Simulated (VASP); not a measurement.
# NaY3 (I4/mmm) in VASP: single point with PBEsol

Aim: the single point of NaY3 with PBEsol.

Everything below comes from runs of VASP 6.6.1. Logs are shortened: lines on timing, memory, paths and dates and some standing lists are left out, and cuts for length are marked.

### Step 1. The cell of the first run

Symmetry: I4/mmm, No. 139, tetragonal system. The conventional cell has a = 4.871 Å, b = 4.871 Å, c = 10.675 Å, α = 90.00°, β = 90.00°, γ = 90.00°. Around Na (site symmetry 4/mmm) lie 12 Y at 3.44 to 3.61 Å. Y (site symmetry -4m2) has 8 Y at 3.44 to 3.61 Å and 4 Na at 3.61 Å as nearest neighbours. Y (site symmetry 4/mmm) is surrounded by 4 Na at 3.44 Å and 8 Y at 3.61 Å.

The cell comes from a database or a generator and needn't be the stable form of this composition.

### Step 2. Single point, PBEsol (functional PBEsol, strained and moved within the space group)

File INCAR:

```
  PREC = Accurate
  ENCUT = 520
  EDIFF = 1E-6
  ISMEAR = 0
  SIGMA = 0.1
  LREAL = F
  LASPH = T
  NELM = 100
  ALGO = Fast
  ISIF = 2
  LWAVE = F
  LCHARG = F
  GGA = PS
  NBANDS = 28
```

File KPOINTS:

```
regular mesh
0
Gamma
  12 12 12
```

File POSCAR:

```
NaY3
1.0
   -2.4354738628      2.4354738628      5.3374964052
    2.4354738628     -2.4354738628      5.3374964052
    2.4354738628      2.4354738628     -5.3374964052
Na Y
1 3
Direct
    0.0000000000      0.0000000000      0.0000000000
    0.7500000000      0.2500000000      0.5000000000
    0.2500000000      0.7500000000      0.5000000000
    0.5000000000      0.5000000000      0.0000000000
```

Potentials or basis: VASP PAW PBE potentials, release 64 (Na_pv, Y_sv).

On the command line:

```console
> cat potpaw_PBE.64/Na_pv/POTCAR potpaw_PBE.64/Y_sv/POTCAR > POTCAR
> mpirun -np 1 vasp_std > vasp.out
```

OUTCAR:

```text
PREC = Accurate
   ENCUT = 520
   EDIFF = 1E-6
   ISMEAR = 0
   LREAL = F
   LASPH = T
   NELM = 100
   ISIF = 2
   GGA = PS

 ion  position               nearest neighbor table
   1  0.000  0.000  0.000-   4 3.44   4 3.44   4 3.44   4 3.44
   2  0.750  0.250  0.500-   3 3.44   3 3.44   3 3.44   3 3.44   4 3.61   4 3.61   4 3.61   4 3.61

   3  0.250  0.750  0.500-   2 3.44   2 3.44   2 3.44   2 3.44   4 3.61   4 3.61   4 3.61   4 3.61

   4  0.500  0.500  0.000-   1 3.44   1 3.44   1 3.44   1 3.44   3 3.61   2 3.61   3 3.61   2 3.61
                             3 3.61   3 3.61   2 3.61   2 3.61

  LATTYP: Found a body centered tetragonal cell.
 ALAT       =     4.8709477256
 C/A-ratio  =     2.1915638212

  Lattice vectors:

 A1 = (  -2.4354738628,   2.4354738628,   5.3374964052)
 A2 = (   2.4354738628,  -2.4354738628,   5.3374964052)
 A3 = (   2.4354738628,   2.4354738628,  -5.3374964052)

Analysis of symmetry for initial positions (statically):
=====================================================================
 Subroutine PRICEL returns:
 Original cell was already a primitive cell.

 Routine SETGRP: Setting up the symmetry group for a
 body centered tetragonal supercell.

 Subroutine GETGRP returns: Found 16 space group operations
 (whereof 16 operations were pure point group operations)
 out of a pool of 16 trial point group operations.

The static configuration has the point symmetry D_4h.

Analysis of symmetry for dynamics (positions and initial velocities):
=====================================================================
 Subroutine PRICEL returns:
 Original cell was already a primitive cell.

 Routine SETGRP: Setting up the symmetry group for a
 body centered tetragonal supercell.

 Subroutine GETGRP returns: Found 16 space group operations
 (whereof 16 operations were pure point group operations)
 out of a pool of 16 trial point group operations.

The dynamic configuration has the point symmetry D_4h.

 Subroutine INISYM returns: Found 16 space group operations
 (whereof 16 operations are pure point group operations),
 and found     1 'primitive' translations

----------------------------------------------------------------------------------------

                                     Primitive cell

  volume of cell :     126.6381

  direct lattice vectors                    reciprocal lattice vectors
    -2.435473863  2.435473863  5.337496405     0.000000000  0.205298857  0.093676878
     2.435473863 -2.435473863  5.337496405     0.205298857  0.000000000  0.093676878
     2.435473863  2.435473863 -5.337496405     0.205298857  0.205298857  0.000000000

  length of vectors
     6.352317195  6.352317195  6.352317195     0.225661202  0.225661202  0.290336428

  position of ions in fractional coordinates (direct lattice)
     0.000000000  0.000000000  0.000000000
     0.750000000  0.250000000  0.500000000
     0.250000000  0.750000000  0.500000000
     0.500000000  0.500000000  0.000000000

  ion indices of the primitive-cell ions
   primitive index   ion index
                 1           1
                 2           2
                 3           3
                 4           4

----------------------------------------------------------------------------------------

 KPOINTS: regular mesh

Automatic generation of k-mesh.
 Grid dimensions read from file:
 generate k-points for:   12   12   12

 Generating k-lattice:

  Cartesian coordinates                     Fractional coordinates (reciprocal lattice)
     0.000000000  0.017108238  0.007806407     0.083333333  0.000000000 -0.000000000
     0.017108238  0.000000000  0.007806407     0.000000000  0.083333333 -0.000000000
     0.017108238  0.017108238  0.000000000     0.000000000  0.000000000  0.083333333

  Length of vectors
     0.018805100  0.018805100  0.024194702

  Shift w.r.t. Gamma in fractional coordinates (k-lattice)
     0.000000000  0.000000000  0.000000000

 Subroutine IBZKPT returns following result:
 ===========================================

 Found    163 irreducible k-points:

 Following reciprocal coordinates:
            Coordinates               Weight
  0.000000  0.000000  0.000000      1.000000
  0.083333 -0.000000  0.000000      8.000000
  0.166667 -0.000000  0.000000      8.000000
  0.250000  0.000000  0.000000      8.000000
  0.333333 -0.000000  0.000000      8.000000
  0.416667  0.000000 -0.000000      8.000000
[... 16 lines left out ...]
  0.500000  0.166667  0.000000     16.000000
 -0.416667  0.166667  0.000000     16.000000
 [... further k-points ...]
   k-points           NKPTS =    163   k-points in BZ     NKDIM =    163   number of bands    NBANDS=     28
   number of dos      NEDOS =    301   number of ions     NIONS =      4
   total plane-waves  NPLWV = 110592
   dimension x,y,z NGX =    48 NGY =   48 NGZ =   48
   dimension x,y,z NGXF=    96 NGYF=   96 NGZF=   96
   ions per type =               1   3
   NGX,Y,Z   is equivalent  to a cutoff of  12.56, 12.56, 12.56 a.u.
   NGXF,Y,Z  is equivalent  to a cutoff of  25.12, 25.12, 25.12 a.u.
 SYSTEM =  unknown system
   PREC   = accura    normal or accurate (medium, high low for compatibility)
   ISTART =      0    job   : 0-new  1-cont  2-samecut
   ICHARG =      2    charge: 1-file 2-atom 10-const
   ISPIN  =      1    spin polarized calculation?
   LNONCOLLINEAR =      F non collinear calculations
   LSORBIT =      F    spin-orbit coupling
   LASPH  =      T    aspherical Exc in radial PAW
   ENCUT  =  520.0 eV  38.22 Ry    6.18 a.u.  11.81 11.81 11.81*2*pi/ulx,y,z
   NELM   =    100;   NELMIN=  2; NELMDL= -5     # of ELM steps
   EDIFF  = 0.1E-05   stopping-criterion for ELM
   LREAL  =      F    real-space projection
   EDIFFG = 0.1E-04   stopping-criterion for IOM
   NSW    =      0    number of steps for IOM
   IBRION =     -1    ionic relax: 0-MD 1-quasi-New 2-CG
   NFREE  =      0    steps in history (QN), initial steepest desc. (CG)
   ISIF   =      2    stress and relaxation
   ISYM   =      2    0-nonsym 1-usesym 2-fastsym
   POTIM  = 0.5000    time-step for ionic-motion
   TEBEG  =    0.0;   TEEND  =   0.0 temperature during run
   PSTRESS=    0.0 pullay stress
   NELECT =      40.0000    total number of electrons
   NUPDOWN=      -1.0000    fix difference up-down
   EMIN   =  10.00;   EMAX   =-10.00  energy-range for DOS
   EFERMI =   0.00;   METHOD = LEGACY
   ISMEAR =     0;   SIGMA  =   0.10  broadening in eV -4-tet -1-fermi 0-gaus
   EFERMI_NEDOS =   21; number of points for ismear=-14 and -15
   IALGO  =     68    algorithm
   IMIX   =      4    mixing-type and parameters
     AMIX     =   0.40;   BMIX     =  1.00
     AMIX_MAG =   1.60;   BMIX_MAG =  1.00
  volume/ion in A,a.u.               =      31.66       213.65
  Fermi-wavevector in a.u.,A,eV,Ry     =   1.114910  2.106875 16.912386  1.243025
  Thomas-Fermi vector in A             =   2.251510
   LORBIT       =      0    0 simple, 1 ext, 2 COOP (PROOUT), +10 PAW based schemes
   GGA     = PS    functional components
   LHFCALC =     F    Hartree Fock is set to
   AEXX    =    0.0000 exact exchange contribution
   IVDW    =     0    specifies the selected vdW correction
   LEPSILON=     F    determine dielectric tensor
   LRPA    =     F    only Hartree local field effects (RPA)
 non-spin polarized calculation
 RMM-DIIS sequential band-by-band and
 Gauss-broadening in eV      SIGMA  =   0.10
  energy-cutoff  :      520.00
  volume of cell :      126.64
 maximum number of plane-waves:      3435
   NGX = 23   NGY = 23   NGZ = 23

 number of electron      39.9999997 magnetization

 Free energy of the ion-electron system (eV)
  ---------------------------------------------------
  ext. energy  EPLUGINS =         0.00000000
  ---------------------------------------------------
  free energy    TOTEN  =       -20.61798622 eV

  energy without entropy =      -20.58194560  energy(sigma->0) =      -20.59996591

 E-fermi :   2.4898     XC(G=0):  -9.0702

 val. band max:        2.4897314341   @ k =  -0.3333   0.3333   0.0833
 cond. band min:       2.4929222385   @ k =   0.2500   0.1667   0.1667
 fundamental gap:      0.0031908043
 Fermi energy:         2.4897728222

 k-point     1 :       0.0000    0.0000    0.0000
  band No.  band energies     occupation
      1     -40.3811      2.00000
      2     -40.2711      2.00000
      3     -40.2083      2.00000
      4     -21.0460      2.00000
      5     -21.0460      2.00000
      6     -21.0294      2.00000
[... 20 lines left out ...]
     27       5.0371      0.00000
     28       5.1833      0.00000

 k-point     2 :       0.0833   -0.0000    0.0000
  band No.  band energies     occupation
      1     -40.3806      2.00000
      2     -40.2703      2.00000
      3     -40.2095      2.00000
      4     -21.0459      2.00000
      5     -21.0457      2.00000
      6     -21.0291      2.00000
[... 20 lines left out ...]
     27       5.1336      0.00000
     28       5.2530      0.00000

 k-point     3 :       0.1667   -0.0000    0.0000
  band No.  band energies     occupation
      1     -40.3794      2.00000
      2     -40.2679      2.00000
      3     -40.2130      2.00000
      4     -21.0455      2.00000
      5     -21.0448      2.00000
      6     -21.0283      2.00000
[... 20 lines left out ...]
     27       5.3216      0.00000
     28       5.4340      0.00000

 k-point     4 :       0.2500    0.0000    0.0000
  band No.  band energies     occupation
      1     -40.3779      2.00000
      2     -40.2639      2.00000
      3     -40.2185      2.00000
      4     -21.0448      2.00000
      5     -21.0434      2.00000
      6     -21.0272      2.00000
[... 20 lines left out ...]
     27       5.3874      0.00000
     28       5.5819      0.00000

 k-point     5 :       0.3333   -0.0000    0.0000
  band No.  band energies     occupation
      1     -40.3764      2.00000
      2     -40.2581      2.00000
      3     -40.2257      2.00000
      4     -21.0439      2.00000
      5     -21.0421      2.00000
      6     -21.0262      2.00000
[... 20 lines left out ...]
     27       5.3018      0.00000
     28       5.4626      0.00000

 k-point     6 :       0.4167    0.0000   -0.0000
  band No.  band energies     occupation
      1     -40.3753      2.00000
      2     -40.2509      2.00000
      3     -40.2339      2.00000
      4     -21.0432      2.00000
      5     -21.0411      2.00000
      6     -21.0255      2.00000
[... 463 lines left out ...]
      5     -21.0420      2.00000
      6     -21.0257      2.00000
[... 20 lines left out ...]
     27       5.0447      0.00000
     28       5.3323      0.00000

 k-point    22 :       0.4167    0.1667    0.0000
  band No.  band energies     occupation
      1     -40.3745      2.00000
      2     -40.2504      2.00000
      3     -40.2350      2.00000
      4     -21.0464      2.00000
      5     -21.0432      2.00000
      6     -21.0255      2.00000
[... 20 lines left out ...]
     27       4.8369      0.00000
     28       5.2301      0.00000

 k-point    23 :       0.5000    0.1667    0.0000
  band No.  band energies     occupation
      1     -40.3745      2.00000
      2     -40.2432      2.00000
      3     -40.2421      2.00000
      4     -21.0457      2.00000
      5     -21.0438      2.00000
      6     -21.0256      2.00000
[... 20 lines left out ...]
     27       4.7235      0.00000
     28       5.2033      0.00000

 k-point    24 :      -0.4167    0.1667    0.0000
  band No.  band energies     occupation
      1     -40.3751      2.00000
      2     -40.2494      2.00000
      3     -40.2352      2.00000
      4     -21.0473      2.00000
      5     -21.0422      2.00000
      6     -21.0261      2.00000
[... 20 lines left out ...]
     27       4.8727      0.00000
     28       5.2411      0.00000

 [... further k-points ...]
[... 5 lines left out ...]
  --------------------------------------------------------------------------------------
  -------------------------------------------------------------------------------------
  Total       -0.5882844     -0.5882844     -0.5530786      0.0000000     -0.0000000      0.0000000
  in kB       -7.4427492     -7.4427492     -6.9973392      0.0000000     -0.0000000      0.0000000
  external PRESSURE =      -7.2942792 kB  Pullay stress =       0.0000000 kB

 VOLUME and BASIS-vectors are now :
 -----------------------------------------------------------------------------
  energy-cutoff  :      520.00
  volume of cell :      126.64
      direct lattice vectors                 reciprocal lattice vectors
    -2.435473863  2.435473863  5.337496405     0.000000000  0.205298857  0.093676878
     2.435473863 -2.435473863  5.337496405     0.205298857  0.000000000  0.093676878
     2.435473863  2.435473863 -5.337496405     0.205298857  0.205298857  0.000000000

 POSITION                                       TOTAL-FORCE (eV/Angst)
 -----------------------------------------------------------------------------------
      0.00000      0.00000      0.00000        -0.000000      0.000000      0.000000
      0.00000      2.43547      2.66875         0.000000     -0.000000     -0.000000
      2.43547      0.00000      2.66875         0.000000      0.000000      0.000000
      0.00000      0.00000      5.33750        -0.000000      0.000000      0.000000
 -----------------------------------------------------------------------------------
    total drift:                                0.000000     -0.000000      0.000000

  FREE ENERGIE OF THE ION-ELECTRON SYSTEM (eV)
  ---------------------------------------------------
  free  energy   TOTEN  =       -20.6179862241 eV

  energy  without entropy=      -20.5819455964  energy(sigma->0) =      -20.59996591
```

Run time: 24 min. Hardware: 1 thread of AMD EPYC 9R45 (Zen 5), shared host; peak memory 0.68 GiB.

Results:

- Free energy: -20.6180 eV
- Pressure: -0.7 GPa
- Band gap on the k mesh: none (metal or under the smearing width)

Levels at points of the mesh, in eV from the Fermi level:
| k point | band 17 | band 18 | band 19 | band 20 | band 21 | band 22 | band 23 | band 24 |
| --- | --- | --- | --- | --- | --- | --- | --- | --- |
| (0.00, 0.00, 0.00) | -1.37 | -1.02 | -0.29 | 0.26 | 0.26 | 0.31 | 0.98 | 0.98 |
| (0.50, 0.00, 0.00) | -2.11 | -0.80 | -0.29 | -0.25 | 0.25 | 0.41 | 1.14 | 1.20 |
| (0.50, 0.50, 0.00) | -1.53 | -1.44 | -1.04 | -0.05 | 0.55 | 0.60 | 0.70 | 0.84 |
| (0.50, 0.50, 0.50) | -2.72 | -1.59 | -0.72 | -0.31 | -0.31 | -0.03 | 1.28 | 1.95 |

Caveat: the PAW data sets were made with another functional, which shifts forces and pressure a little.
